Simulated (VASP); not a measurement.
Data:

```
AgCl
1.0
    0.00000     2.77500     2.77500
    2.77500     0.00000     2.77500
    2.77500     2.77500     0.00000
Ag Cl
1 1
Direct
  0.00000   0.00000   0.00000
  0.50000   0.50000   0.50000
```

All values below come from PBE GGA, VASP's PBE PAW potentials (set 64) (plane waves; VASP). Run with 400 eV cut-off, 5×5×5 Γ-centred mesh, Gaussian smearing of 0.050 eV, potentials Ag Cl.

Problem. Give the stress tensor in GPa (positive for a compressed cell).

Solution. 
```
1.23  0.00  0.00
0.00  1.23  0.00
0.00  0.00  1.23
```
The pressure is its mean diagonal, 1.23 GPa.

The compound is AgCl in the rock salt structure. The cell was not relaxed at this level. The run is one of a series of settings (KPOINTS 5×5×5 Γ-centred mesh against the base run), some of them coarse on purpose.
